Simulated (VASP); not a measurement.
Output of a VASP run:

OUTCAR:
```
 ion  position               nearest neighbor table
   1  0.000  0.000  0.000-   2 2.12   2 2.12   2 2.12   2 2.12   2 2.12   2 2.12
   2  0.500  0.500  0.500-   1 2.12   1 2.12   1 2.12   1 2.12   1 2.12   1 2.12
  LATTYP: Found a face centered cubic cell.
 ALAT       =     4.2400000000
 Subroutine PRICEL returns:
 Original cell was already a primitive cell.
 Subroutine GETGRP returns: Found 48 space group operations
The static configuration has the point symmetry O_h .
The dynamic configuration has the point symmetry O_h .
 Subroutine INISYM returns: Found 48 space group operations
 Subroutine IBZKPT returns following result:
 Found     84 irreducible k-points:

 Following reciprocal coordinates:
            Coordinates               Weight
  0.000000  0.000000  0.000000      1.000000
  0.076923  0.000000  0.000000      8.000000
  0.153846  0.000000  0.000000      8.000000
  0.230769  0.000000  0.000000      8.000000
  0.307692  0.000000  0.000000      8.000000
  0.384615  0.000000  0.000000      8.000000
  0.461538  0.000000  0.000000      8.000000
  0.076923  0.076923  0.000000      6.000000
  0.153846  0.076923  0.000000     24.000000
  0.230769  0.076923  0.000000     24.000000
  0.307692  0.076923  0.000000     24.000000
  0.384615  0.076923  0.000000     24.000000
  0.461538  0.076923  0.000000     24.000000
 -0.461538  0.076923  0.000000     24.000000
 -0.384615  0.076923  0.000000     24.000000
 -0.307692  0.076923  0.000000     24.000000
 -0.230769  0.076923  0.000000     24.000000
 -0.153846  0.076923  0.000000     24.000000
 -0.076923  0.076923  0.000000     12.000000
  0.153846  0.153846  0.000000      6.000000
  0.230769  0.153846  0.000000     24.000000
  0.307692  0.153846  0.000000     24.000000
  0.384615  0.153846  0.000000     24.000000
  0.461538  0.153846  0.000000     24.000000
 -0.461538  0.153846  0.000000     24.000000
 -0.384615  0.153846  0.000000     24.000000
 -0.307692  0.153846  0.000000     24.000000
 -0.230769  0.153846  0.000000     24.000000
 -0.153846  0.153846  0.000000     12.000000
  0.230769  0.230769  0.000000      6.000000
  0.307692  0.230769  0.000000     24.000000
  0.384615  0.230769  0.000000     24.000000
  0.461538  0.230769  0.000000     24.000000
 -0.461538  0.230769  0.000000     24.000000
 -0.384615  0.230769  0.000000     24.000000
 -0.307692  0.230769  0.000000     24.000000
 -0.230769  0.230769  0.000000     12.000000
  0.307692  0.307692  0.000000      6.000000
  0.384615  0.307692  0.000000     24.000000
  0.461538  0.307692  0.000000     24.000000
   k-points           NKPTS =     84   k-points in BZ     NKDIM =     84   number of bands    NBANDS=     12
   number of dos      NEDOS =    301   number of ions     NIONS =      2
   total plane-waves  NPLWV =  13824
   dimension x,y,z NGX =    24 NGY =   24 NGZ =   24
   dimension x,y,z NGXF=    48 NGYF=   48 NGZF=   48
   ions per type =               1   1
   PREC   = accura    normal or accurate (medium, high low for compatibility)
   ISTART =      0    job   : 0-new  1-cont  2-samecut
   ICHARG =      2    charge: 1-file 2-atom 10-const
   ISPIN  =      1    spin polarized calculation?
   LNONCOLLINEAR =      F non collinear calculations
   LSORBIT =      F    spin-orbit coupling
   INIWAV =      1    electr: 0-lowe 1-rand  2-diag
   ENCUT  =  520.0 eV  38.22 Ry    6.18 a.u.   5.57  5.57  5.57*2*pi/ulx,y,z
   NELM   =    100;   NELMIN=  2; NELMDL= -5     # of ELM steps
   EDIFF  = 0.1E-05   stopping-criterion for ELM
   LREAL  =      F    real-space projection
   NLSPLINE    = F    spline interpolate recip. space projectors
   LMAXMIX     =    4 max onsite mixed and CHGCAR
   VOSKOWN=      0    Vosko Wilk Nusair interpolation
   EDIFFG = -.1E-01   stopping-criterion for IOM
   NSW    =     60    number of steps for IOM
   NBLOCK =      1;   KBLOCK =     60    inner block; outer block
   IBRION =      2    ionic relax: 0-MD 1-quasi-New 2-CG
...
```

### OSZICAR
```
...
DAV:  10    -0.266213639003E+02    0.13179E-03   -0.41214E-05  2056   0.867E-02    0.377E-02
DAV:  11    -0.266213170198E+02    0.46881E-04   -0.42587E-05  2536   0.724E-02    0.259E-02
DAV:  12    -0.266213361685E+02   -0.19149E-04   -0.50564E-06  2016   0.275E-02    0.250E-02
DAV:  13    -0.266213234939E+02    0.12675E-04   -0.10080E-06  1008   0.149E-02    0.205E-02
DAV:  14    -0.266212991716E+02    0.24322E-04   -0.63578E-06  2564   0.228E-02    0.542E-03
DAV:  15    -0.266212855270E+02    0.13645E-04   -0.87838E-07  1012   0.159E-02    0.189E-03
DAV:  16    -0.266212895068E+02   -0.39798E-05   -0.16125E-07  1008   0.580E-03    0.692E-04
DAV:  17    -0.266212868290E+02    0.26778E-05   -0.56317E-08  1008   0.316E-03    0.111E-03
DAV:  18    -0.266212873732E+02   -0.54425E-06   -0.27896E-08  1008   0.242E-03
   2 F= -.26621287E+02 E0= -.26621121E+02  d E =0.105429E-02
       N       E                     dE             d eps       ncg     rms          rms(c)
DAV:   1    -0.266357813290E+02   -0.14495E-01   -0.33247E-01  2024   0.105E+01    0.104E+00
DAV:   2    -0.266247206706E+02    0.11061E-01   -0.60164E-02  2024   0.462E+00    0.305E-01
DAV:   3    -0.266242926946E+02    0.42798E-03   -0.22866E-02  2016   0.161E+00    0.110E-01
DAV:   4    -0.266252035277E+02   -0.91083E-03   -0.32823E-02  2016   0.234E+00    0.171E-01
DAV:   5    -0.266226891340E+02    0.25144E-02   -0.61309E-03  2084   0.932E-01    0.792E-02
DAV:   6    -0.266229253592E+02   -0.23623E-03   -0.33725E-04  2336   0.287E-01    0.647E-02
DAV:   7    -0.266225865199E+02    0.33884E-03   -0.31653E-03  2512   0.580E-01    0.462E-02
DAV:   8    -0.266226061373E+02   -0.19617E-04   -0.16503E-04  2208   0.127E-01    0.550E-02
DAV:   9    -0.266225899498E+02    0.16187E-04   -0.95670E-06  2360   0.433E-02    0.506E-02
DAV:  10    -0.266226194967E+02   -0.29547E-04   -0.96995E-06  2368   0.392E-02    0.377E-02
DAV:  11    -0.266226313013E+02   -0.11805E-04   -0.10857E-05  2320   0.482E-02    0.299E-02
DAV:  12    -0.266226292089E+02    0.20925E-05   -0.14192E-06  1636   0.148E-02    0.273E-02
DAV:  13    -0.266226310164E+02   -0.18075E-05   -0.35036E-07  1008   0.870E-03    0.255E-02
DAV:  14    -0.266226359179E+02   -0.49015E-05   -0.19037E-06  1668   0.101E-02    0.181E-02
DAV:  15    -0.266226390165E+02   -0.30986E-05   -0.27394E-07  1008   0.673E-03    0.147E-02
DAV:  16    -0.266226448811E+02   -0.58646E-05   -0.20807E-06  1776   0.116E-02    0.745E-03
DAV:  17    -0.266226484217E+02   -0.35406E-05   -0.41734E-07  1008   0.948E-03    0.334E-03
DAV:  18    -0.266226492771E+02   -0.85543E-06   -0.53758E-07  1008   0.937E-03
   3 F= -.26622649E+02 E0= -.26622487E+02  d E =-.307614E-03
       N       E                     dE             d eps       ncg     rms          rms(c)
DAV:   1    -0.266228695475E+02   -0.22113E-03   -0.49079E-03  2024   0.126E+00    0.127E-01
DAV:   2    -0.266226457083E+02    0.22384E-03   -0.88921E-04  2024   0.564E-01    0.370E-02
DAV:   3    -0.266226786886E+02   -0.32980E-04   -0.35926E-04  2024   0.199E-01    0.137E-02
DAV:   4    -0.266226594778E+02    0.19211E-04   -0.53442E-04  2016   0.295E-01    0.216E-02
DAV:   5    -0.266226345297E+02    0.24948E-04   -0.10042E-04  2096   0.119E-01    0.969E-03
DAV:   6    -0.266226439932E+02   -0.94635E-05   -0.52312E-06  2056   0.349E-02    0.766E-03
DAV:   7    -0.266226485099E+02   -0.45167E-05   -0.48474E-05  2504   0.718E-02    0.585E-03
DAV:   8    -0.266226481153E+02    0.39463E-06   -0.26315E-06  1792   0.170E-02
   4 F= -.26622648E+02 E0= -.26622485E+02  d E =-.306452E-03
```

File OUTCAR:
```
------------------------ aborting loop because EDIFF is reached ----------------------------------------
  FORCE on cell =-STRESS in cart. coord.  units (eV):
  Direction    XX          YY          ZZ          XY          YZ          ZX
  --------------------------------------------------------------------------------------
  Total       -0.0079477     -0.0079477     -0.0079477     -0.0000000     -0.0000000      0.0000000
  in kB       -0.6715262     -0.6715262     -0.6715262     -0.0000000     -0.0000000      0.0000000
  external PRESSURE =      -0.6715262 kB  Pullay stress =       0.0000000 kB
  volume of cell :       18.96
      direct lattice vectors                 reciprocal lattice vectors
    -0.000000000  2.116507910  2.116507910    -0.236238191  0.236238191  0.236238191
     2.116507910 -0.000000000  2.116507910     0.236238191 -0.236238191  0.236238191
     2.116507910  2.116507910 -0.000000000     0.236238191  0.236238191 -0.236238191
 POSITION                                       TOTAL-FORCE (eV/Angst)
 -----------------------------------------------------------------------------------
      0.00000      0.00000      0.00000         0.000000      0.000000      0.000000
      2.11651      2.11651      2.11651        -0.000000     -0.000000     -0.000000
 -----------------------------------------------------------------------------------
    total drift:                                0.000000     -0.000000     -0.000000
  FREE ENERGIE OF THE ION-ELECTRON SYSTEM (eV)
  ---------------------------------------------------
  free  energy   TOTEN  =       -26.6226481153 eV

  energy  without entropy=      -26.6221581572  energy(sigma->0) =      -26.62248480

 reached required accuracy - stopping structural energy minimisation
```
(Selected blocks of OUTCAR.)

File POSCAR:
```
TiN
1
    0.0000000000     2.1200000000     2.1200000000
    2.1200000000     0.0000000000     2.1200000000
    2.1200000000     2.1200000000     0.0000000000
Ti N
1 1
Direct
  0.0000000000   0.0000000000   0.0000000000
  0.5000000000   0.5000000000   0.5000000000
```

Question: Reconstruct the remaining input files.

Answer: This is not unique; one that fits is the input of the run itself, MS2 meta-GGA, plane waves, VASP's PBE PAW potentials (set 64).

**KPOINTS**
```
Automatic mesh
0
Gamma
13 13 13
0 0 0
```

**INCAR**
```
SYSTEM  =  TiN
PREC  =  Accurate; ENCUT  =  520; LREAL  =  F
LASPH  =  T
EDIFF  =  1E-6; NELM  =  100; ALGO  =  Normal
LMAXMIX  =  4; LMIXTAU  =  T
ISMEAR  =  1; SIGMA  =  0.1
METAGGA  =  MS2
IBRION  =  2; NSW  =  60; ISIF  =  3
EDIFFG  =  -0.01
LWAVE  =  F; LCHARG  =  F
```

POTCAR, in this order: Ti_sv N (PBE.64 set). Program: vasp_std.

The compound is TiN in the rock salt structure. This run relaxes it. Symmetry was kept, so distortions that lower it aren't found. The electron count is odd and the run is not spin-polarised, which forces a metal.
